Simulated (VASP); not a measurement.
A run of VASP 6.6.1 is set up as follows.

File POSCAR:

```
GaB
1.0
    2.7182400000      0.0000000000      0.0000000000
    0.0000000000      2.7182400000      0.0000000000
    0.0000000000      0.0000000000      3.2362100000
Ga B
1 1
Direct
    0.5000000000      0.5000000000      0.5000000000
    0.0000000000      0.0000000000      0.0000000000
```

Contents of INCAR.step1:

```
  PREC = Accurate
  ENCUT = 600
  EDIFF = 1E-8
  ISMEAR = 0
  SIGMA = 0.02
  LREAL = F
  LASPH = T
  NELM = 100
  ALGO = Normal
  ISIF = 3
  LWAVE = F
  LCHARG = F
  GGA = PE
  IBRION = 2
  NSW = 40
  EDIFFG = -0.002
```

INCAR.step2

```
  PREC = Accurate
  ENCUT = 600
  EDIFF = 1E-8
  ISMEAR = 0
  SIGMA = 0.02
  LREAL = F
  LASPH = T
  NELM = 100
  ALGO = Normal
  ISIF = 2
  LWAVE = F
  LCHARG = F
  GGA = PE
  IBRION = 6
  NFREE = 2
  POTIM = 0.015
  NSW = 1
```

KPOINTS

```
regular mesh
0
Gamma
  7 7 6
```

Potentials or basis: VASP PAW PBE potentials, release 64 (Ga_d, B).

The run is started by

```console
$ cat potpaw_PBE.64/Ga_d/POTCAR potpaw_PBE.64/B/POTCAR > POTCAR
$ cp INCAR.step1 INCAR
$ mpirun -np 1 vasp_std > vasp.out
$ cp CONTCAR POSCAR
$ cp INCAR.step2 INCAR
$ mpirun -np 1 vasp_std > vasp.out
```

(1) What does it give for the highest phonon frequency at Γ, LO-TO splitting left out?

(2) Estimate the most unstable mode.

(3) Predict the relaxed cell.

(4) Predict the space group after relaxing (to 0.05 Å).

Results:

(1) 216 cm⁻¹.

(2) 135i cm⁻¹.

(3) a = 2.713 Å, b = 2.713 Å, c = 3.277 Å, α = 90.00°, β = 90.00°, γ = 90.00°.

(4) P4/mmm (No. 123).

Caveat: some modes are imaginary.
